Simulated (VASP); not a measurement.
A run of VASP 6.6.1 is set up as follows.

File INCAR:

```
PREC = Accurate
ENCUT = 520
EDIFF = 1E-6
ISMEAR = 0
SIGMA = 0.1
LREAL = F
LASPH = T
NELM = 100
ALGO = Fast
ISIF = 2
LWAVE = F
LCHARG = T
GGA = PE
LELF = T
LVHAR = T
NBANDS = 18
```

KPOINTS

```
regular mesh
0
Gamma
  8 8 8
```

File POSCAR:

```
ZrB3
1.0
   -1.6379310965      1.6379310965      3.8774094863
    1.6379310965     -1.6379310965      3.8774094863
    1.6379310965      1.6379310965     -3.8774094863
Zr B
1 3
Direct
    0.0000000000      0.0000000000      0.0000000000
    0.5000000000      0.5000000000      0.0000000000
    0.2500000000      0.7500000000      0.5000000000
    0.7500000000      0.2500000000      0.5000000000
```

Potentials or basis: VASP PAW PBE potentials, release 64 (Zr_sv, B).

The run is started by

```console
$ cat potpaw_PBE.64/Zr_sv/POTCAR potpaw_PBE.64/B/POTCAR > POTCAR
$ mpirun -np 1 vasp_std > vasp.out
```

(1) Estimate the pressure.

(2) Predict the band gap on the k mesh.

## Answers

(1) 0.1 GPa.

(2) none (metal or under the smearing width).
